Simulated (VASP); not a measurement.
Method: PBEsol GGA, VASP's PBE PAW potentials (set 64) (plane waves; VASP 6.6.1).

VASP input:

File KPOINTS:
```
Automatic mesh
0
Gamma
10 10 10
0 0 0
```

### INCAR
```
IBRION  =  2
EDIFFG  =  -0.01   # ionic stop
ALGO  =  Normal   # blocked Davidson
ISMEAR  =  1   # Methfessel-Paxton
NSW  =  60   # most ionic steps
NELM  =  100
ISIF  =  3   # ions, shape and volume
LCHARG  =  .False.
ENCUT  =  400
SIGMA  =  0.1
LWAVE  =  .False.
EDIFF  =  1E-6   # SCF stop (eV)
LREAL  =  .False.
SYSTEM  =  Bi
LMAXMIX  =  4   # l cut-off of mixed one-centre charges
LASPH  =  .True.   # aspherical one-centre terms
PREC  =  Accurate
GGA  =  PS
```

POSCAR:
```
Bi
1
    3.2901450000     0.0000000000     0.0000000000
    0.0000000000     3.2901450000     0.0000000000
    0.0000000000     0.0000000000     3.2901450000
Bi
1
Direct
  0.0000000000   0.0000000000   0.0000000000
```

POTCAR, in this order: Bi_d (PBE.64 set). Program: vasp_std.

What VASP printed:

**OUTCAR**
```
 ion  position               nearest neighbor table
   1  0.000  0.000  0.000-
  LATTYP: Found a simple cubic cell.
 ALAT       =     3.2901450000
 Subroutine PRICEL returns:
 Original cell was already a primitive cell.
 Subroutine GETGRP returns: Found 48 space group operations
The static configuration has the point symmetry O_h .
The dynamic configuration has the point symmetry O_h .
 Subroutine INISYM returns: Found 48 space group operations
 Subroutine IBZKPT returns following result:
 Found     56 irreducible k-points:

 Following reciprocal coordinates:
            Coordinates               Weight
  0.000000  0.000000  0.000000      1.000000
  0.100000  0.000000  0.000000      6.000000
  0.200000  0.000000  0.000000      6.000000
  0.300000  0.000000  0.000000      6.000000
  0.400000  0.000000  0.000000      6.000000
  0.500000  0.000000  0.000000      3.000000
  0.100000  0.100000  0.000000     12.000000
  0.200000  0.100000  0.000000     24.000000
  0.300000  0.100000  0.000000     24.000000
  0.400000  0.100000  0.000000     24.000000
...
```

OSZICAR:
```
       N       E                     dE             d eps       ncg     rms          rms(c)
DAV:   1     0.962426081513E+02    0.96243E+02   -0.69553E+03  1244   0.125E+03
DAV:   2     0.945813090349E+00   -0.95297E+02   -0.93579E+02  1271   0.325E+02
DAV:   3    -0.412447581999E+01   -0.50703E+01   -0.50197E+01  1464   0.865E+01
DAV:   4    -0.425295308151E+01   -0.12848E+00   -0.12842E+00  1422   0.149E+01
DAV:   5    -0.425875068804E+01   -0.57976E-02   -0.57975E-02  1630   0.277E+00    0.545E-01
DAV:   6    -0.425480808295E+01    0.39426E-02   -0.90491E-03  1469   0.158E+00    0.314E-01
DAV:   7    -0.425413940731E+01    0.66868E-03   -0.54531E-03  1451   0.122E+00    0.839E-02
DAV:   8    -0.425413177633E+01    0.76310E-05   -0.46065E-04  1397   0.383E-01    0.738E-03
DAV:   9    -0.425412918445E+01    0.25919E-05   -0.12647E-05  1575   0.569E-02    0.370E-03
DAV:  10    -0.425412837095E+01    0.81349E-06   -0.95386E-07   886   0.145E-02
   1 F= -.42541284E+01 E0= -.42538584E+01  d E =-.425413E+01
       N       E                     dE             d eps       ncg     rms          rms(c)
DAV:   1    -0.596642070676E+01   -0.17123E+01   -0.40246E+01  1412   0.116E+02    0.696E+00
DAV:   2    -0.449744983985E+01    0.14690E+01   -0.26851E+00  1421   0.348E+01    0.264E+00
DAV:   3    -0.426600915538E+01    0.23144E+00   -0.91677E-01  1761   0.189E+01    0.247E-01
DAV:   4    -0.426822779987E+01   -0.22186E-02   -0.13010E-02  1238   0.115E+00    0.147E-01
DAV:   5    -0.427076306597E+01   -0.25353E-02   -0.10673E-02  1253   0.108E+00    0.757E-02
DAV:   6    -0.427042168339E+01    0.34138E-03   -0.73522E-04  1286   0.355E-01    0.202E-02
DAV:   7    -0.427045528927E+01   -0.33606E-04   -0.71861E-05  1292   0.560E-02    0.511E-03
DAV:   8    -0.427045643173E+01   -0.11425E-05   -0.13502E-06  1151   0.138E-02    0.955E-04
DAV:   9    -0.427045630303E+01    0.12870E-06   -0.91284E-08   673   0.460E-03
   2 F= -.42704563E+01 E0= -.42705239E+01  d E =-.163279E-01
       N       E                     dE             d eps       ncg     rms          rms(c)
DAV:   1    -0.443710590703E+01   -0.16665E+00   -0.44347E+00  1424   0.444E+01    0.210E+00
DAV:   2    -0.430036761581E+01    0.13674E+00   -0.24138E-01  1418   0.101E+01    0.846E-01
DAV:   3    -0.427534987787E+01    0.25018E-01   -0.10839E-01  1879   0.619E+00    0.933E-02
DAV:   4    -0.427539877716E+01   -0.48899E-04   -0.13849E-03  1301   0.485E-01    0.496E-02
DAV:   5    -0.427552579883E+01   -0.12702E-03   -0.11267E-03  1268   0.345E-01    0.248E-02
DAV:   6    -0.427548500454E+01    0.40794E-04   -0.12628E-04  1280   0.154E-01    0.492E-03
DAV:   7    -0.427548829333E+01   -0.32888E-05   -0.71468E-06  1313   0.193E-02    0.162E-03
DAV:   8    -0.427548812356E+01    0.16977E-06   -0.16211E-07   658   0.426E-03
   3 F= -.42754881E+01 E0= -.42753613E+01  d E =-.213598E-01
```

**OUTCAR**
```
------------------------ aborting loop because EDIFF is reached ----------------------------------------
  FORCE on cell =-STRESS in cart. coord.  units (eV):
  Direction    XX          YY          ZZ          XY          YZ          ZX
  --------------------------------------------------------------------------------------
  Total        0.0053066      0.0053066      0.0053066     -0.0000000     -0.0000000      0.0000000
  in kB        0.2545977      0.2545977      0.2545977     -0.0000000     -0.0000000      0.0000000
  external PRESSURE =       0.2545977 kB  Pullay stress =       0.0000000 kB
  volume of cell :       33.39
      direct lattice vectors                 reciprocal lattice vectors
     3.220249306 -0.000000000 -0.000000000     0.310534963  0.000000000  0.000000000
    -0.000000000  3.220249306  0.000000000     0.000000000  0.310534963  0.000000000
    -0.000000000 -0.000000000  3.220249306     0.000000000 -0.000000000  0.310534963
 POSITION                                       TOTAL-FORCE (eV/Angst)
 -----------------------------------------------------------------------------------
      0.00000      0.00000      0.00000        -0.000000      0.000000      0.000000
 -----------------------------------------------------------------------------------
    total drift:                                0.000000     -0.000000      0.000000
  FREE ENERGIE OF THE ION-ELECTRON SYSTEM (eV)
  ---------------------------------------------------
  free  energy   TOTEN  =        -4.2754881236 eV

  energy  without entropy=       -4.2751077233  energy(sigma->0) =       -4.27536132

 reached required accuracy - stopping structural energy minimisation
```
(Selected blocks of OUTCAR.)

File CONTCAR:
```
Bi
   1.00000000000000
     3.2202493062325193   -0.0000000000000000   -0.0000000000000000
    -0.0000000000000000    3.2202493062325193    0.0000000000000000
    -0.0000000000000000   -0.0000000000000000    3.2202493062325193
  Bi
     1
Direct
     0.0000000000000000    0.0000000000000000    0.0000000000000000
```

Energy and stress use the plane-wave basis of the starting cell.

The structure was generated: Bi was put into the simple-cubic type (Pm-3m), which need not be its known phase. This run relaxes it. Symmetry was kept, so distortions that lower it aren't found.
